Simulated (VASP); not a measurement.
Given:

```xyz
2
Lattice="0.0000 2.3194 2.3194 2.3194 0.0000 2.3194 2.3194 2.3194 0.0000" Properties=species:S:1:pos:R:3 pbc="T T T"
Na     0.0000     0.0000     0.0000
F      2.3194     2.3194     2.3194
```

These are rev-vdW-DF2, VASP's PBE PAW potentials (set 64) (plane waves; VASP) values and carry that method's errors. Run with 520 eV cut-off, 11×11×11 Γ-centred mesh, tetrahedra with Blöchl corrections, potentials Na_pv F.

Estimate the energy per atom (σ→0), band gap (on the k-mesh) with the smallest direct gap where there is one.

| Quantity | Result |
|---|---|
| band gap (on the k-mesh) | 6.26 eV |
| smallest direct gap (on the k-mesh) | 6.26 eV |
| energy per atom (σ→0) | -2.568 eV/atom |

The compound is NaF in the rock salt structure. It was relaxed first.
